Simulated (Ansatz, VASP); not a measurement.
# PtSe2 (Sudovikovite) in two plane-wave programs, part 2 of 2

One calculation is typed for both programs; each brings its own data sets. How far apart do they land? The cell is taken from a series of runs on this material, whose earlier steps may have relaxed, scaled, displaced or heated it; both programs get it as it stands.

VASP 6.6.1 and Ansatz 0.2.0.

So far: The starting structure; Ansatz: zone-centre phonons, PBEsol with D3(BJ).

## 3. VASP: zone-centre phonons, PBEsol with D3(BJ)

Level of this step: PBEsol with D3(BJ); plane waves and PAW (Se, Pt) (VASP).

The same cell, functional, mesh and smearing now go to VASP, with its own data sets.

Lines of VASP's logs that name or quote its potential files are left out, and so is its time.

Input file INCAR:

```
SYSTEM = PtSe2
PREC = Accurate
ENCUT = 500
EDIFF = 1E-08
NELM = 120
ISMEAR = 1
SIGMA = 0.2
LREAL = .FALSE.
ALGO = Normal
GGA = PS
IVDW = 12
NBANDS = 17
LASPH = .TRUE.
LORBIT = 11
LWAVE = .FALSE.
LCHARG = .FALSE.
ISIF = 2
IBRION = 6
NFREE = 2
POTIM = 0.015
NSW = 1
GGA_COMPAT = .FALSE.
KPAR = 2
```

Input file POSCAR:

```
PtSe2
1.0
    3.6733863318      0.0000000000      0.0000000000
   -1.8366931659      3.1812458812      0.0000000000
    0.0000000000      0.0000000000      4.3174897734
Se Pt
2 1
Direct
    0.3333333333      0.6666666667      0.2867723683
    0.6666666667      0.3333333333      0.7132276317
    0.0000000000      0.0000000000      0.0000000000
```

Input file KPOINTS:

```
Automatic mesh
0
Gamma
15 15 8
0 0 0
```

Potentials, in the order of the species: Se and Pt (PBE family, release 64).

Launch:

```console
> mpirun -np 2 vasp_std
```

Numbers of over 12 decimals in the logs are rounded to 6 here.

The log of the run:

```text
[banner, memory and clock lines left out]
running    2 mpi-ranks, on    1 nodes
 distrk:  each k-point on    1 cores,    2 groups
 distr:  one band on    1 cores,    1 groups

 POSCAR found type information on POSCAR SePt
 POSCAR found :  2 types and       3 ions
|                                                                             |
|               ----> ADVICE to this user running VASP <----                  |
|                                                                             |
|     You enforced a specific xc type in the INCAR file but a different       |
|     [... a line on the potential file left out ...]
|     I HOPE YOU KNOW WHAT YOU ARE DOING!                                     |
|                                                                             |

 LDA part: xc-table for (Slater+PW92), standard interpolation
 POSCAR, INCAR and KPOINTS ok, starting setup
 FFT: planning ... GRIDC
 FFT: planning ... GRID_SOFT
 FFT: planning ... GRID
 WAVECAR not read
 entering main loop
       N       E                     dE             d eps       ncg     rms          rms(c)
DAV:   1     0.108716414253E+03    0.10872E+03   -0.10203E+04  6608   0.113E+03
DAV:   2    -0.116986631804E+02   -0.12042E+03   -0.11702E+03  8160   0.225E+02
DAV:   3    -0.162082509956E+02   -0.45096E+01   -0.44743E+01  7800   0.438E+01
DAV:   4    -0.162372779523E+02   -0.29027E-01   -0.29014E-01  8118   0.384E+00
DAV:   5    -0.162375029272E+02   -0.22497E-03   -0.22497E-03  8110   0.331E-01    0.152E+01
DAV:   6    -0.156720230052E+02    0.56548E+00   -0.40284E+00  6694   0.178E+01    0.879E+00
DAV:   7    -0.155341146456E+02    0.13791E+00   -0.69401E-01  6645   0.824E+00    0.452E+00
DAV:   8    -0.155064461718E+02    0.27668E-01   -0.46647E-02  7217   0.179E+00    0.730E-01
DAV:   9    -0.155047639848E+02    0.16822E-02   -0.55137E-03  7215   0.666E-01    0.156E-01
DAV:  10    -0.155047854413E+02   -0.21457E-04   -0.72393E-04  7714   0.198E-01    0.458E-02
DAV:  11    -0.155047795945E+02    0.58468E-05   -0.51058E-05  7725   0.599E-02    0.257E-02
DAV:  12    -0.155047795577E+02    0.36791E-07   -0.28176E-06  7938   0.123E-02    0.538E-03
DAV:  13    -0.155047794924E+02    0.65350E-07   -0.65135E-07  7754   0.630E-03    0.155E-03
DAV:  14    -0.155047794695E+02    0.22895E-07   -0.39413E-08  7498   0.132E-03    0.441E-04
DAV:  15    -0.155047794573E+02    0.12227E-07   -0.14266E-09  3517   0.272E-04    0.259E-04
DAV:  16    -0.155047794695E+02   -0.12218E-07   -0.44130E-10  3455   0.167E-04    0.377E-05
DAV:  17    -0.155047794679E+02    0.15705E-08   -0.58049E-11  3415   0.560E-05
   1 F= -.17057496E+02 E0= -.17058190E+02  d E =0.208040E-02
[... from here on, the cycles between the ionic steps are left out ...]
   2 F= -.17056380E+02 E0= -.17057062E+02  d E =0.204662E-02
   3 F= -.17056380E+02 E0= -.17057062E+02  d E =0.204655E-02
   4 F= -.17056271E+02 E0= -.17056944E+02  d E =0.202077E-02
   5 F= -.17055701E+02 E0= -.17056426E+02  d E =0.217557E-02
   6 F= -.17055251E+02 E0= -.17055945E+02  d E =0.208214E-02
   7 F= -.17055251E+02 E0= -.17055945E+02  d E =0.208213E-02
   8 F= -.17055446E+02 E0= -.17056136E+02  d E =0.206937E-02
 Finite differences progress:
  Degree of freedom:   4/  4
  Displacement:        1/  2
  Total:               7/  8
 bond charge predicted
       N       E                     dE             d eps       ncg     rms          rms(c)
DAV:   1    -0.154979727287E+02    0.47563E-02   -0.48473E+00  6531   0.114E+01    0.338E-01
DAV:   2    -0.155035623316E+02   -0.55896E-02   -0.57416E-02  7322   0.171E+00    0.199E-01
DAV:   3    -0.155030932692E+02    0.46906E-03   -0.10954E-03  8103   0.216E-01    0.145E-01
DAV:   4    -0.155027446879E+02    0.34858E-03   -0.19493E-03  6924   0.229E-01    0.290E-02
DAV:   5    -0.155027323432E+02    0.12345E-04   -0.60210E-05  6993   0.525E-02    0.145E-02
DAV:   6    -0.155027290242E+02    0.33190E-05   -0.13889E-05  7542   0.224E-02    0.538E-03
DAV:   7    -0.155027290785E+02   -0.54302E-07   -0.19920E-06  8093   0.862E-03    0.168E-03
DAV:   8    -0.155027290323E+02    0.46212E-07   -0.35735E-07  7074   0.336E-03    0.455E-04
DAV:   9    -0.155027290328E+02   -0.53478E-09   -0.68038E-09  4630   0.582E-04
   9 F= -.17055446E+02 E0= -.17056136E+02  d E =0.206936E-02
 Finite differences progress:
  Degree of freedom:   4/  4
  Displacement:        2/  2
  Total:               8/  8
```

Parts of OUTCAR (step 3):

```text
ion  position               nearest neighbor table
   1  0.333  0.667  0.287-   3 2.46   3 2.46   3 2.46
   2  0.667  0.333  0.713-   3 2.46   3 2.46   3 2.46
   3  0.000  0.000  0.000-   1 2.46   2 2.46   1 2.46   2 2.46   2 2.46   1 2.46

  LATTYP: Found a hexagonal cell.
 ALAT       =     3.6733863318
 C/A-ratio  =     1.1753432347

 Subroutine GETGRP returns: Found 12 space group operations
 (whereof 12 operations were pure point group operations)

The static configuration has the point symmetry D_3d.

 Found    192 irreducible k-points:

   k-points           NKPTS =    192   k-points in BZ     NKDIM =    192   number of bands    NBANDS=     17

   dimension x,y,z NGX =    28 NGY =   28 NGZ =   32
   dimension x,y,z NGXF=    56 NGYF=   56 NGZF=   64

   ENCUT  =  500.0 eV  36.75 Ry    6.06 a.u.   6.70  6.70  7.87*2*pi/ulx,y,z

   NELECT =      22.0000    total number of electrons

 k-points in reciprocal lattice and weights: Automatic mesh
   0.00000000  0.00000000  0.00000000       0.001
   0.06666667 -0.00000000  0.00000000       0.003
   0.13333333 -0.00000000  0.00000000       0.003
   0.20000000  0.00000000  0.00000000       0.003
   0.26666667 -0.00000000  0.00000000       0.003
   0.33333333  0.00000000  0.00000000       0.003
   0.40000000  0.00000000  0.00000000       0.003
   0.46666667  0.00000000  0.00000000       0.003
   0.06666667  0.06666667  0.00000000       0.003
[...]
0.33333333  0.26666667  0.50000000       0.007
   0.33333333  0.33333333  0.50000000       0.001

 Edisp (eV)   -1.55272

 average (electrostatic) potential at core
       1 -50.5379       2 -50.5664       3 -66.1987

 E-fermi :   8.8018

 k-point     1 :       0.0000    0.0000    0.0000
  band No.  band energies     occupation
    ...
      6       4.5961      2.00000
      7       4.5961      2.00000
      8       6.1722      2.00000
      9       7.7106      2.00000
     10       7.7106      2.00000
     11       9.3106     -0.00190
     12       9.3106     -0.00190
     13       9.7768     -0.00000
     14      11.6919     -0.00000
     15      13.7378      0.00000
    ...

 k-point     2 :       0.0667   -0.0000    0.0000
  band No.  band energies     occupation
    ...
      7       4.5568      2.00000
      8       6.0278      2.00000
      9       7.3827      2.00000
     10       7.5121      2.00000
     11       8.7316      1.55578
     12       9.5334     -0.00000
     13      10.5543     -0.00000
     14      11.8495     -0.00000
     15      14.0324      0.00000
     16      15.7302      0.00000
    ...

 k-point     3 :       0.1333   -0.0000    0.0000
  band No.  band energies     occupation
    ...
      7       4.4504      2.00000
      8       5.5774      2.00000
      9       6.8596      2.00000
     10       7.0917      2.00000
     11       8.1885      2.00013
     12      10.0216     -0.00000
     13      11.1798     -0.00000
     14      12.4276     -0.00000
     15      14.7393      0.00000
     16      15.4218      0.00000
    ...

 Edisp (eV)   -1.55272

  Total       4.11323     4.11323     4.08818     0.00000     0.00000     0.00000
  in kB     130.61655   130.61655   129.82104     0.00000     0.00000     0.00000
  external pressure =      130.35 kB  Pullay stress =        0.00 kB

  energy-cutoff  :      500.00
  volume of cell :       50.45
      direct lattice vectors                 reciprocal lattice vectors
     3.673386332  0.000000000  0.000000000     0.272228377  0.157171127  0.000000000
    -1.836693166  3.181245881  0.000000000     0.000000000  0.314342254  0.000000000
     0.000000000  0.000000000  4.317489773     0.000000000  0.000000000  0.231616067

 POSITION                                       TOTAL-FORCE (eV/Angst)
 -----------------------------------------------------------------------------------
     -0.00000      2.12083      1.23814         0.000000     -0.000000     -0.116021
      1.83669      1.06042      3.07935        -0.000000      0.000000     -0.157303
      0.00000      0.00000     -0.01500         0.000000     -0.000000      0.273324
 -----------------------------------------------------------------------------------
    total drift:                                0.000000      0.000000     -0.000153

  FREE ENERGIE OF THE ION-ELECTRON SYSTEM (eV)
  ---------------------------------------------------
  free  energy   TOTEN  =       -17.0554464500 eV

  energy  without entropy=      -17.0575158124  energy(sigma->0) =      -17.05613624

 Eigenvectors and eigenvalues of the dynamical matrix
 ----------------------------------------------------

   1 f  =    7.476324 THz    46.975130 2PiTHz  249.383331 cm-1    30.919578 meV
             X         Y         Z           dx          dy          dz
     -0.000000  2.120831  1.238137     0.525621    0.000000    0.000000
      1.836693  1.060415  3.079353     0.525621   -0.000000   -0.000000
      0.000000  0.000000  0.000000    -0.668913   -0.000000    0.000000

   2 f  =    7.476324 THz    46.975130 2PiTHz  249.383331 cm-1    30.919578 meV
             X         Y         Z           dx          dy          dz
     -0.000000  2.120831  1.238137    -0.000000   -0.525621    0.000000
      1.836693  1.060415  3.079353    -0.000000   -0.525621    0.000000
      0.000000  0.000000  0.000000     0.000000    0.668913   -0.000000

   3 f  =    7.422119 THz    46.634552 2PiTHz  247.575254 cm-1    30.695406 meV
             X         Y         Z           dx          dy          dz
     -0.000000  2.120831  1.238137     0.000000   -0.000000   -0.707107
      1.836693  1.060415  3.079353     0.000000    0.000000    0.707107
      0.000000  0.000000  0.000000    -0.000000   -0.000000    0.000000

   4 f  =    7.144120 THz    44.887832 2PiTHz  238.302204 cm-1    29.545694 meV
             X         Y         Z           dx          dy          dz
     -0.000000  2.120831  1.238137     0.000000   -0.000000   -0.525690
      1.836693  1.060415  3.079353     0.000000   -0.000000   -0.525690
      0.000000  0.000000  0.000000     0.000000   -0.000000    0.668805

   5 f  =    5.532045 THz    34.758864 2PiTHz  184.529162 cm-1    22.878690 meV
             X         Y         Z           dx          dy          dz
     -0.000000  2.120831  1.238137    -0.707107   -0.000000    0.000000
      1.836693  1.060415  3.079353     0.707107    0.000000   -0.000000
      0.000000  0.000000  0.000000     0.000000   -0.000000    0.000000

   6 f  =    5.532045 THz    34.758864 2PiTHz  184.529162 cm-1    22.878690 meV
             X         Y         Z           dx          dy          dz
     -0.000000  2.120831  1.238137    -0.000000    0.707107   -0.000000
      1.836693  1.060415  3.079353     0.000000   -0.707107    0.000000
      0.000000  0.000000  0.000000     0.000000    0.000000    0.000000

   7 f/i=    0.000468 THz     0.002939 2PiTHz    0.015602 cm-1     0.001934 meV
             X         Y         Z           dx          dy          dz
     -0.000000  2.120831  1.238137     0.000000    0.000000    0.472917
      1.836693  1.060415  3.079353     0.000000    0.000000    0.472917
      0.000000  0.000000  0.000000     0.000000    0.000000    0.743438

   8 f/i=    0.000599 THz     0.003763 2PiTHz    0.019978 cm-1     0.002477 meV
             X         Y         Z           dx          dy          dz
     -0.000000  2.120831  1.238137    -0.048618   -0.470488    0.000000
      1.836693  1.060415  3.079353    -0.048618   -0.470488    0.000000
      0.000000  0.000000  0.000000    -0.076406   -0.739403    0.000000

   9 f/i=    0.000599 THz     0.003763 2PiTHz    0.019978 cm-1     0.002477 meV
             X         Y         Z           dx          dy          dz
     -0.000000  2.120831  1.238137     0.470488   -0.048618    0.000000
      1.836693  1.060415  3.079353     0.470488   -0.048618    0.000000
      0.000000  0.000000  0.000000     0.739403   -0.076406    0.000000

 ELASTIC MODULI CONTR FROM IONIC RELAXATION (kBar)
 Direction    XX          YY          ZZ          XY          YZ          ZX
 --------------------------------------------------------------------------------
 XX        -630.3316   -303.8673   -319.8495     -0.0000    232.6482      0.0000
 YY        -303.8673   -630.3316   -319.8495      0.0000   -232.6482     -0.0000
 ZZ        -319.8495   -319.8495   -219.0191      0.0000     -0.0000     -0.0000
 XY          -0.0000      0.0000      0.0000   -163.2321      0.0000    232.6489
 YZ         232.6482   -232.6482     -0.0000      0.0000   -331.5841     -0.0000
 ZX           0.0000     -0.0000     -0.0000    232.6489     -0.0000   -331.5862
 --------------------------------------------------------------------------------

 total charge
# of ion       s       p       d       tot
------------------------------------------
    1        1.491   2.255   0.111   3.857
    2        1.491   2.255   0.111   3.857
    3        0.722   0.778   8.129   9.629
--------------------------------------------------
tot          3.704   5.288   8.352  17.344

[... 3 further parts left out ...]
```

Levels, forces or a CONTCAR printed for this step are those of its last displaced cell, not of the structure at rest.

## 4. Differences

Known differences besides the potentials themselves: the data sets hold 50 valence electrons in Ansatz (on its PAW soft_1 files) and 22 in VASP; the cutoff is 420 eV in Ansatz and 500 eV in VASP; Ansatz makes its cores anew for this functional, VASP keeps those of its PBE data sets; Ansatz takes the dispersion share of the force constants at frozen C6 weights, VASP differentiates the full forces; VASP uses finite displacements, Ansatz perturbation theory. Total energies have different zeros and are not compared.

The two programs side by side:

| quantity | Ansatz | VASP | difference |
| --- | --- | --- | --- |
| optical mode 1 to 2 (cm⁻¹) | 183.8 | 184.5 | -0.40 % |
| optical mode 3 (cm⁻¹) | 237.6 | 238.3 | -0.30 % |
| optical mode 4 (cm⁻¹) | 246.7 | 247.6 | -0.37 % |
| optical mode 5 to 6 (cm⁻¹) | 248.1 | 249.4 | -0.53 % |

Modes are paired by rising frequency, not by their patterns, so a pair may set unlike modes beside each other; they are those without the splitting of longitudinal modes.

## 5. Outcome

```json
{"r.m.s. difference of the optical zone-centre modes, each program's sorted by frequency (zone-centre phonons, PBEsol with D3(BJ))": "0.99 cm⁻¹", "difference in optical mode 5 to 6 (zone-centre phonons, PBEsol with D3(BJ))": "-0.5 %"}
```

The r.m.s. difference of the optical zone-centre modes, each program's sorted by frequency is 0.99 cm⁻¹ (zone-centre phonons, PBEsol with D3(BJ)). The data sets hold unlike numbers of valence electrons (50 in Ansatz and 22 in VASP), so part of the differences comes from the potentials. Among the rows given in per cent, the largest difference of the zone-centre phonons, PBEsol with D3(BJ) pair is in optical mode 5 to 6, -0.5 %. Such differences can come from data sets, numerical settings and the points named under the comparisons, not from the functional's error against experiment.

[Lines on the potential files, build, host, timing and source positions are cut from VASP's logs without a mark.]

[Logs are printed without paths, hosts, clocks, repeated set-up lines and the standing remarks that a program may print on its own settings, such as how far it seeks lower states.]

[Hosts, paths, dates, database ids (printed as entryN), source tags and the programs' standing remarks are cut or masked in the printed files.]
